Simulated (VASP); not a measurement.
Method: r2SCAN meta-GGA, VASP's PBE PAW potentials (set 64) (plane waves; VASP 6.6.1).

The input files of a VASP run:

KPOINTS:
```
Automatic mesh
0
Gamma
13 13 13
0 0 0
```

**INCAR**
```
! general
SYSTEM =Eu
PREC   =Accurate
ENCUT  =520
LREAL  =.FALSE.   ! projection in real space or not
LASPH  =.TRUE.

! electronic loop
EDIFF  =1E-7   ! SCF stop (eV)
NELM   =100
ALGO   =Normal
LMAXMIX=6   ! l cut-off of mixed one-centre charges
LMIXTAU=.TRUE.

! smearing
ISMEAR =-5

! functional
METAGGA=R2SCAN

! ions
ISIF   =2

! output
LWAVE  =.FALSE.
LCHARG =.FALSE.
LORBIT =11   ! lm-projected
NEDOS  =601
```

KPOINTS_OPT:
```
k-points along high-symmetry lines
10
Line-mode
Reciprocal
  0.000000   0.000000   0.000000 ! GAMMA
  0.500000  -0.500000   0.500000 ! H

  0.500000  -0.500000   0.500000 ! H
  0.000000  -0.000000   0.500000 ! N

  0.000000  -0.000000   0.500000 ! N
  0.000000   0.000000   0.000000 ! GAMMA

  0.000000   0.000000   0.000000 ! GAMMA
  0.250000   0.250000   0.250000 ! P

  0.250000   0.250000   0.250000 ! P
  0.500000  -0.500000   0.500000 ! H

  0.250000   0.250000   0.250000 ! P
  0.000000  -0.000000   0.500000 ! N
```

POSCAR:
```
Eu
4.4585980
 -0.4999999623   0.4999999623   0.4999999623
  0.4999999623  -0.4999999623   0.4999999623
  0.4999999623   0.4999999623  -0.4999999623
Eu
1
Cart
  0.0000000000   0.0000000000   0.0000000000
```

POTCAR, in this order: Eu_2 (PBE.64 set). Program: vasp_std.

Task: What will the output report for the number of irreducible k-points (NKPTS), largest plane-wave count, number of space-group operations, FFT grid (NGX, NGY, NGZ)?

Result: 
The number of irreducible k-points (NKPTS) is 84 and the largest plane-wave count is 1208. The number of space-group operations comes out as 48. The FFT grid (NGX, NGY, NGZ) is 30 × 30 × 30.

The compound is Eu in the bcc structure. It was relaxed first, which changed the volume by -8 %. The 4f electrons are frozen in the core of the lanthanide potential, so 4f levels, which can set the real gap, and their magnetism are missing.
